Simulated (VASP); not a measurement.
# SiNi2: the relaxed cell at several levels of theory, part 2 of 3

How much does the relaxed cell of SiNi2 depend on the functional? The starting structure is a measured crystal structure from the Crystallography Open Database. The first relaxation on each setting starts from this cell expanded by 3 % in volume.

VASP 6.6.1.

Results so far: PBEsol 10.61 Å³ an atom.

## Step 3: Relaxation with LDA

Level of this step: LDA, spin-polarised from a ferromagnetic start; plane waves and PAW (Ni, Si) (VASP).

LDA, the lowest rung, knows the local density alone. This run starts from the cell of an earlier relaxation, which isn't shown; the restart sets up the plane waves anew.

Contents of INCAR:

```
SYSTEM = SiNi2
PREC = Accurate
ENCUT = 450
EDIFF = 1E-06
NELM = 100
ISMEAR = 1
SIGMA = 0.15
LREAL = .FALSE.
ALGO = Normal
GGA = CA
NBANDS = 71
ISPIN = 2
MAGMOM = 1 1 1 1 1 1 1 1 0 0 0 0
LASPH = .TRUE.
LMAXMIX = 4
LORBIT = 11
LWAVE = .FALSE.
LCHARG = .FALSE.
KPAR = 16
IBRION = 2
NSW = 50
ISIF = 3
EDIFFG = -0.006
```

Contents of POSCAR:

```
SiNi2
1.0
    4.8618244056      0.0000000000      0.0000000000
    0.0000000000      3.6740482693      0.0000000000
    0.0000000000      0.0000000000      6.9396212181
Ni Si
8 4
Direct
    0.3280212983      0.7500000000      0.9399511876
    0.6719787017      0.2500000000      0.0600488124
    0.1719787017      0.2500000000      0.4399511876
    0.8280212983      0.7500000000      0.5600488124
    0.4571039814      0.7500000000      0.2920890470
    0.5428960186      0.2500000000      0.7079109530
    0.0428960186      0.2500000000      0.7920890470
    0.9571039814      0.7500000000      0.2079109530
    0.7921553044      0.7500000000      0.8868131782
    0.2078446956      0.2500000000      0.1131868218
    0.7078446956      0.2500000000      0.3868131782
    0.2921553044      0.7500000000      0.6131868218
```

Contents of KPOINTS:

```
Automatic mesh
0
Gamma
6 8 4
0 0 0
```

Potentials, in the order of the species: Ni and Si (LDA family, release 64).

Command:

```sh
$ mpirun -np 16 vasp_std
```

What it wrote:

```text
[banner, memory and clock lines left out]
running   16 mpi-ranks, on    1 nodes
[...]
[... a notice as in an earlier step ...]

 LDA part: xc-table for (Slater(with rela. corr.)+CA(PZ))
 , standard interpolation
 POSCAR, INCAR and KPOINTS ok, starting setup
[...]
entering main loop
       N       E                     dE             d eps       ncg     rms          rms(c)
DAV:   1     0.716965448484E+03    0.71697E+03   -0.35590E+04 17040   0.162E+03
DAV:   2    -0.707804223958E+01   -0.72404E+03   -0.67373E+03 17040   0.367E+02
DAV:   3    -0.910333890581E+02   -0.83955E+02   -0.75359E+02 17867   0.145E+02
DAV:   4    -0.943425952816E+02   -0.33092E+01   -0.32736E+01 19587   0.308E+01
[...]
DAV:  14    -0.843085433421E+02   -0.97261E-05   -0.11123E-04 21029   0.722E-02    0.450E-02
DAV:  15    -0.843085405227E+02    0.28193E-05   -0.10628E-05 20959   0.346E-02    0.183E-02
DAV:  16    -0.843085411728E+02   -0.65001E-06   -0.21459E-06 12134   0.223E-02
   1 F= -.84308541E+02 E0= -.84307751E+02  d E =-.843085E+02  mag=     0.0001
[...]
reached required accuracy - stopping structural energy minimisation
```

The job ended after 89 s (16 MPI ranks of AMD EPYC 7R43, shared host; peak memory 9.7 GiB; 23 min of CPU time).

OUTCAR, selected parts (step 3):

```text
  Total        0.0075695     -0.0154152      0.0145302      0.0000000      0.0000000      0.0000000
  in kB        0.0978352     -0.1992414      0.1878033      0.0000000      0.0000000      0.0000000
  external PRESSURE =       0.0287990 kB  Pullay stress =       0.0000000 kB

 POSITION                                       TOTAL-FORCE (eV/Angst)
 -----------------------------------------------------------------------------------
      1.59478      2.75554      6.52291         0.003867     -0.000000     -0.002136
      3.26704      0.91851      0.41672        -0.003867      0.000000      0.002136
      0.83613      0.91851      3.05309        -0.003867      0.000000     -0.002136
      4.02569      2.75554      3.88653         0.003867      0.000000      0.002136
      2.22236      2.75554      2.02699         0.001217      0.000000     -0.004083
      2.63947      0.91851      4.91263        -0.001217     -0.000000      0.004083
      0.20855      0.91851      5.49680        -0.001217      0.000000     -0.004083
      4.65327      2.75554      1.44282         0.001217     -0.000000      0.004083
      3.85132      2.75554      6.15415         0.000663      0.000000      0.002418
      1.01050      0.91851      0.78547        -0.000663     -0.000000     -0.002418
      3.44142      0.91851      2.68434        -0.000663      0.000000      0.002418
      1.42041      2.75554      4.25528         0.000663      0.000000     -0.002418
 -----------------------------------------------------------------------------------
    total drift:                                0.000000     -0.000000     -0.000000

  FREE ENERGIE OF THE ION-ELECTRON SYSTEM (eV)
  ---------------------------------------------------
  free  energy   TOTEN  =       -84.3085411728 eV

  energy  without entropy=      -84.3061710389  energy(sigma->0) =      -84.30775113

 magnetization (x)
# of ion       s       p       d       tot
------------------------------------------
    1        0.000   0.000   0.000   0.000
    2        0.000   0.000   0.000   0.000
    3        0.000   0.000   0.000   0.000
    4        0.000   0.000   0.000   0.000
    5        0.000   0.000   0.000   0.000
    6        0.000   0.000   0.000   0.000
    7        0.000   0.000   0.000   0.000
    8        0.000   0.000   0.000   0.000
    9       -0.000   0.000   0.000   0.000
   10       -0.000   0.000   0.000   0.000
   11       -0.000   0.000   0.000   0.000
   12       -0.000   0.000   0.000   0.000
--------------------------------------------------
tot          0.000   0.000   0.000   0.000

[... 2 parts as in an earlier step ...]

[... 2 further parts left out ...]
[key lines of the parts left out:]
E-fermi :  11.8283
```

With LDA the relaxed cell holds 10.330 Å³ an atom, -5.01 % against the measured cell, with a = 4.862 Å, b = 3.674 Å and c = 6.940 Å. That is -2.68 % from PBEsol.

## Step 4: Relaxation with PBE

PBE, the usual starting point, adds the gradient of the density.

INCAR: that of step 3 with these lines changed.

```diff
@@ -9,3 +9,3 @@
 ALGO = Normal
-GGA = CA
+GGA = PE
 NBANDS = 71
```

Contents of POSCAR:

```
SiNi2
1.0
    5.0394091539      0.0000000000      0.0000000000
    0.0000000000      3.7568340787      0.0000000000
    0.0000000000      0.0000000000      7.0996084874
Ni Si
8 4
Direct
    0.3250000000      0.7500000000      0.9370000000
    0.6750000000      0.2500000000      0.0630000000
    0.1750000000      0.2500000000      0.4370000000
    0.8250000000      0.7500000000      0.5630000000
    0.4580000000      0.7500000000      0.2970000000
    0.5420000000      0.2500000000      0.7030000000
    0.0420000000      0.2500000000      0.7970000000
    0.9580000000      0.7500000000      0.2030000000
    0.7860000000      0.7500000000      0.8860000000
    0.2140000000      0.2500000000      0.1140000000
    0.7140000000      0.2500000000      0.3860000000
    0.2860000000      0.7500000000      0.6140000000
```

KPOINTS is that of step 3.

The projector-augmented-wave data sets are Ni and Si (PBE family, release 64).

Command:

```sh
$ mpirun -np 16 vasp_std
```

What it wrote:

```text
[banner, memory and clock lines left out]
running   16 mpi-ranks, on    1 nodes
[...]
[... a notice as in an earlier step ...]

 LDA part: xc-table for (Slater+PW92), standard interpolation
 POSCAR, INCAR and KPOINTS ok, starting setup
[...]
entering main loop
       N       E                     dE             d eps       ncg     rms          rms(c)
DAV:   1     0.699779065329E+03    0.69978E+03   -0.35911E+04 17040   0.157E+03
DAV:   2    -0.201057411031E+01   -0.70179E+03   -0.65475E+03 17040   0.357E+02
DAV:   3    -0.789141765556E+02   -0.76904E+02   -0.68849E+02 17995   0.137E+02
DAV:   4    -0.818083493106E+02   -0.28942E+01   -0.28634E+01 19568   0.280E+01
[...]
DAV:  14    -0.720428596411E+02   -0.30437E-04   -0.13527E-04 21356   0.743E-02    0.649E-02
DAV:  15    -0.720428557118E+02    0.39293E-05   -0.19323E-05 19203   0.367E-02    0.276E-02
DAV:  16    -0.720428554086E+02    0.30324E-06   -0.53595E-06 17947   0.270E-02
   1 F= -.72042855E+02 E0= -.72039816E+02  d E =-.720429E+02  mag=     0.0016
[...]
5 F= -.72082527E+02 E0= -.72079586E+02  d E =-.955870E-02  mag=     0.0000
   6 F= -.72083709E+02 E0= -.72080628E+02  d E =-.118240E-02  mag=    -0.0000
   7 F= -.72083699E+02 E0= -.72080530E+02  d E =-.117196E-02  mag=    -0.0000
   8 F= -.72083778E+02 E0= -.72080648E+02  d E =-.125127E-02  mag=     0.0000
   9 F= -.72083980E+02 E0= -.72080803E+02  d E =-.202215E-03  mag=    -0.0000
  10 F= -.72084020E+02 E0= -.72080856E+02  d E =-.241601E-03  mag=     0.0000
  11 F= -.72084202E+02 E0= -.72081066E+02  d E =-.182324E-03  mag=     0.0000
  12 F= -.72084283E+02 E0= -.72081181E+02  d E =-.262767E-03  mag=     0.0000
  13 F= -.72084344E+02 E0= -.72081251E+02  d E =-.614481E-04  mag=     0.0000
  14 F= -.72084361E+02 E0= -.72081270E+02  d E =-.782335E-04  mag=    -0.0000
  15 F= -.72084355E+02 E0= -.72081265E+02  d E =-.723484E-04  mag=     0.0000
  16 F= -.72084360E+02 E0= -.72081267E+02  d E =-.770819E-04  mag=    -0.0000
  17 F= -.72084360E+02 E0= -.72081268E+02  d E =-.774560E-04  mag=    -0.0000
  18 F= -.72084408E+02 E0= -.72081320E+02  d E =-.479158E-04  mag=     0.0000
 trial-energy change:   -0.000048  1 .order   -0.000044   -0.000068   -0.000020
 step:   0.6152(harm=  0.6969)  dis= 0.00109  next Energy=   -72.084410 (dE=-0.504E-04)
 reached required accuracy - stopping structural energy minimisation
```

Elapsed: 13 min, on 16 MPI ranks; peak memory 11 GiB; 3.4 h of CPU time.

From OUTCAR (step 4):

```text
  Total       -0.0208077     -0.0440311     -0.0187355      0.0000000      0.0000000      0.0000000
  in kB       -0.2515620     -0.5323295     -0.2265090      0.0000000      0.0000000      0.0000000
  external PRESSURE =      -0.3368001 kB  Pullay stress =       0.0000000 kB

 POSITION                                       TOTAL-FORCE (eV/Angst)
 -----------------------------------------------------------------------------------
      1.65694      2.80287      6.64238        -0.001285     -0.000000      0.004556
      3.35950      0.93429      0.42654         0.001285      0.000000     -0.004556
      0.85128      0.93429      3.10792         0.001285      0.000000      0.004556
      4.16516      2.80287      3.96100        -0.001285     -0.000000     -0.004556
      2.30237      2.80287      2.08966        -0.005602     -0.000000     -0.000375
      2.71407      0.93429      4.97927         0.005602      0.000000      0.000375
      0.20585      0.93429      5.62412         0.005602      0.000000     -0.000375
      4.81059      2.80287      1.44481        -0.005602     -0.000000      0.000375
      3.95044      2.80287      6.26143        -0.001633     -0.000000      0.000110
      1.06600      0.93429      0.80749         0.001633      0.000000     -0.000110
      3.57422      0.93429      2.72697         0.001633      0.000000      0.000110
      1.44222      2.80287      4.34195        -0.001633     -0.000000     -0.000110
 -----------------------------------------------------------------------------------
    total drift:                                0.000000     -0.000000      0.000000

  FREE ENERGIE OF THE ION-ELECTRON SYSTEM (eV)
  ---------------------------------------------------
  free  energy   TOTEN  =       -72.0844080166 eV

  energy  without entropy=      -72.0751426628  energy(sigma->0) =      -72.08131957

 magnetization (x)
# of ion       s       p       d       tot
------------------------------------------
    1        0.000   0.000  -0.000   0.000
    2        0.000   0.000  -0.000   0.000
    3        0.000   0.000  -0.000   0.000
    4        0.000   0.000  -0.000   0.000
    5        0.000  -0.000   0.000   0.000
    6        0.000  -0.000   0.000   0.000
    7        0.000  -0.000   0.000   0.000
    8        0.000  -0.000   0.000   0.000
    9       -0.000  -0.000   0.000  -0.000
   10       -0.000  -0.000   0.000  -0.000
   11       -0.000  -0.000   0.000  -0.000
   12       -0.000  -0.000   0.000  -0.000
--------------------------------------------------
tot          0.000  -0.000   0.000   0.000

[... 2 parts as in an earlier step ...]

[... 2 further parts left out ...]
[key lines of the parts left out:]
E-fermi :  10.9603
```

Logs of long relaxations may skip ionic steps without a mark.

With PBE the relaxed cell holds 11.044 Å³ an atom, +1.55 % against the measured cell, with a = 5.016 Å, b = 3.737 Å and c = 7.069 Å. That is +4.04 % from PBEsol.

## Step 5: Relaxation with PBEsol + D3(BJ)

D3 with Becke-Johnson damping keeps a finite attraction at short range. This run starts from the cell of an earlier relaxation, which isn't shown; the restart sets up the plane waves anew.

INCAR: that of step 4 with these lines changed.

```diff
@@ -9,3 +9,4 @@
 ALGO = Normal
-GGA = PE
+GGA = PS
+IVDW = 12
 NBANDS = 71
```

Contents of POSCAR:

```
SiNi2
1.0
    4.8347569558      0.0000000000      0.0000000000
    0.0000000000      3.6781564967      0.0000000000
    0.0000000000      0.0000000000      6.9450465938
Ni Si
8 4
Direct
    0.3273636015      0.7500000000      0.9396734372
    0.6726363985      0.2500000000      0.0603265628
    0.1726363985      0.2500000000      0.4396734372
    0.8273636015      0.7500000000      0.5603265628
    0.4558194672      0.7500000000      0.2899951199
    0.5441805328      0.2500000000      0.7100048801
    0.0441805328      0.2500000000      0.7899951199
    0.9558194672      0.7500000000      0.2100048801
    0.7956323212      0.7500000000      0.8876756535
    0.2043676788      0.2500000000      0.1123243465
    0.7043676788      0.2500000000      0.3876756535
    0.2956323212      0.7500000000      0.6123243465
```

KPOINTS is that of step 4.

Command:

```sh
$ mpirun -np 16 vasp_std
```

What it wrote:

```text
[banner, memory and clock lines left out]
running   16 mpi-ranks, on    1 nodes
[...]
[... a notice as in an earlier step ...]

 [... a notice as in an earlier step ...]

 LDA part: xc-table for (Slater+PW92), standard interpolation
 POSCAR, INCAR and KPOINTS ok, starting setup
[...]
entering main loop
       N       E                     dE             d eps       ncg     rms          rms(c)
DAV:   1     0.713541931595E+03    0.71354E+03   -0.35612E+04 17040   0.161E+03
DAV:   2    -0.546724885972E+01   -0.71901E+03   -0.66773E+03 17040   0.366E+02
DAV:   3    -0.877277261811E+02   -0.82260E+02   -0.74017E+02 17841   0.143E+02
DAV:   4    -0.908682456368E+02   -0.31405E+01   -0.31063E+01 19629   0.298E+01
[...]
DAV:  15    -0.795524932271E+02    0.35575E-05   -0.11758E-05 18782   0.280E-02    0.155E-02
DAV:  16    -0.795524914040E+02    0.18230E-05   -0.21535E-06 11870   0.209E-02    0.713E-03
DAV:  17    -0.795524914267E+02   -0.22632E-07   -0.77891E-07 10383   0.555E-03
   1 F= -.85174993E+02 E0= -.85174748E+02  d E =-.851750E+02  mag=    -0.0003
[... from here on, the cycles between the ionic steps are left out ...]
   2 F= -.85174973E+02 E0= -.85174735E+02  d E =0.192749E-04  mag=     0.0000
   3 F= -.85174997E+02 E0= -.85174757E+02  d E =-.385396E-05  mag=    -0.0000
   4 F= -.85175016E+02 E0= -.85174774E+02  d E =-.230916E-04  mag=    -0.0000
[...]
reached required accuracy - stopping structural energy minimisation
```

Run time: 2.9 min. Hardware: 16 MPI ranks; peak memory 11 GiB.

(Part 2 of 3 ends here.)

[Lines on the potential files, build, host, timing and source positions are cut from VASP's logs without a mark.]

[Logs are printed without paths, hosts, clocks, repeated set-up lines and the standing remarks that a program may print on its own settings, such as how far it seeks lower states.]

[Hosts, paths, dates, database ids (printed as entryN), source tags and the programs' standing remarks are cut or masked in the printed files.]
